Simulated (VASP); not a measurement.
Calculation: AM05 GGA, VASP's PBE PAW potentials (set 64) (plane waves; VASP 6.6.1).

Input for VASP

POSCAR:
```
CsI
1.0
  5.5296900000   0.0000000000   0.0000000000
  0.0000000000   5.5296900000   0.0000000000
  0.0000000000   0.0000000000   9.7367160000
Cs I
2 2
Cartesian
  0.0000000000   2.7648450000   0.0000000000
  2.7648450000   0.0000000000   4.8683580000
  0.0000000000   0.0000000000   2.4341790000
  0.0000000000   0.0000000000   7.3025370000
```

INCAR:
```
# general
SYSTEM   =  CsI
PREC     =  Accurate
ENCUT    =  400
LREAL    =  .FALSE.
LASPH    =  .TRUE.

# electronic loop
EDIFF    =  1E-6
NELM     =  100
ALGO     =  Normal
LMAXMIX  =  4

# smearing
ISMEAR   =  0
SIGMA    =  0.05

# functional
GGA      =  AM

# ions
ISIF     =  2

# output
LWAVE    =  .FALSE.
LCHARG   =  .FALSE.
```

File KPOINTS:
```
Automatic mesh
0
Gamma
4 4 2
0 0 0
```

POTCAR, in this order: Cs_sv I (PBE.64 set). Program: vasp_std.

Unless said otherwise, spin-orbit coupling is left out, though it shifts the bands of the heavy elements here.

Q: Predict the energy per atom (σ→0), band gap (on the k-mesh).

A: 
- energy per atom (σ→0) = -2.584 eV/atom
- band gap (on the k-mesh) = 3.36 eV

### OSZICAR
```
...
DAV:   8    -0.103144330102E+02   -0.54039E-01   -0.69817E-02   480   0.145E+00    0.364E-01
DAV:   9    -0.103217064527E+02   -0.72734E-02   -0.17705E-02   540   0.467E-01    0.157E-01
DAV:  10    -0.103338538513E+02   -0.12147E-01   -0.89049E-03   480   0.521E-01    0.349E-02
DAV:  11    -0.103342313653E+02   -0.37751E-03   -0.20314E-04   548   0.802E-02    0.145E-02
DAV:  12    -0.103344036578E+02   -0.17229E-03   -0.14707E-04   492   0.773E-02    0.933E-03
DAV:  13    -0.103344061437E+02   -0.24859E-05   -0.43030E-06   496   0.928E-03    0.178E-03
DAV:  14    -0.103344069835E+02   -0.83988E-06   -0.70859E-07   324   0.555E-03
   1 F= -.10334407E+02 E0= -.10334407E+02  d E =-.298080E-16
```

The structure was generated: CsI was put into the PtS type (P4_2/mmc), which need not be its known phase. The cell was not relaxed at this level. The run is one of a series of settings (GGA = AM against the base run), some of them coarse on purpose.
